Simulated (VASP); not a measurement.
Computed with PBE GGA, VASP's PBE PAW potentials (set 64) (plane waves; VASP).

The input files of a VASP run:

KPOINTS:
```
Automatic mesh
0
Gamma
13 13 7
0 0 0
```

POSCAR:
```
Ti
1
    1.4609447232    -2.5304305448     0.0000000000
    1.4609447232     2.5304305448     0.0000000000
   -0.0000000000     0.0000000000     4.6323540692
Ti
2
Direct
  0.3333330000   0.6666670000   0.2500000000
  0.6666670000   0.3333330000   0.7500000000
```

**INCAR**
```
! general
SYSTEM   =  Ti
PREC     =  Accurate
ENCUT    =  480
LREAL    =  .FALSE.   ! projection in real space or not
LASPH    =  .TRUE.   ! aspherical one-centre terms

! electronic loop
EDIFF    =  1E-6
NELM     =  100   ! most electronic steps
ALGO     =  Normal
LMAXMIX  =  4

! smearing
ISMEAR   =  1
SIGMA    =  0.1

! functional
GGA      =  PE   ! PBE

! ions
IBRION   =  2
NSW      =  60
ISIF     =  3
EDIFFG   =  -0.01   ! ionic stop

! output
LWAVE    =  .FALSE.
LCHARG   =  .FALSE.
```

POTCAR, in this order: Ti (PBE.64 set). Program: vasp_std.

Task: What does the run give for the energy per atom (σ→0), band gap (on the k-mesh)?

Result: 
The energy per atom (σ→0) is -7.762 eV/atom. The band gap (on the k-mesh) comes out as none (metal, semimetal or under 0.01 eV).

### OSZICAR
```
...
DAV:   6    -0.157889664623E+02    0.18778E+01   -0.42830E+00  1344   0.234E+01    0.438E+00
DAV:   7    -0.155401703742E+02    0.24880E+00   -0.11098E+00  1472   0.111E+01    0.654E-01
DAV:   8    -0.155259855176E+02    0.14185E-01   -0.19633E-02  1848   0.162E+00    0.246E-01
DAV:   9    -0.155237711951E+02    0.22143E-02   -0.51256E-03  1760   0.528E-01    0.493E-02
DAV:  10    -0.155237093601E+02    0.61835E-04   -0.12918E-04  1712   0.122E-01    0.108E-02
DAV:  11    -0.155237035160E+02    0.58442E-05   -0.86020E-06  1952   0.312E-02    0.229E-03
DAV:  12    -0.155237027440E+02    0.77193E-06   -0.26306E-07   824   0.490E-03
   1 F= -.15523703E+02 E0= -.15523661E+02  d E =-.155237E+02
```

The compound is Ti in the hcp structure. It was relaxed first. The start is the result of an earlier pass.
